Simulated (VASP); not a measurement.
Consider the following.

```
CdSe
1.0
    0.00000     3.10336     3.10336
    3.10336     0.00000     3.10336
    3.10336     3.10336     0.00000
Cd Se
1 1
Direct
  0.00000   0.00000   0.00000
  0.75000   0.75000   0.75000
```

Computed with PBE GGA, VASP's PBE PAW potentials (set 64) (plane waves; VASP 6.6.1). Run with PREC = Normal, EDIFF = 1E-5, 400 eV cut-off, 8×8×8 Γ-centred mesh, Gaussian smearing of 0.050 eV, potentials Cd Se.

### Question
What does the run give for the energy per atom (σ→0), band gap (on the k-mesh) with the smallest direct gap where there is one?

### Answer

```json
{
  "band gap (on the k-mesh)": "0.48 eV",
  "smallest direct gap (on the k-mesh)": "0.48 eV",
  "energy per atom (σ→0)": "-2.749 eV/atom"
}
```

The absolute energy has meaning only against runs of the same code, potentials and settings.

The compound is CdSe in the zinc blende structure, whereas wurtzite is the usual form. It was relaxed first, which changed the volume by +8 %.
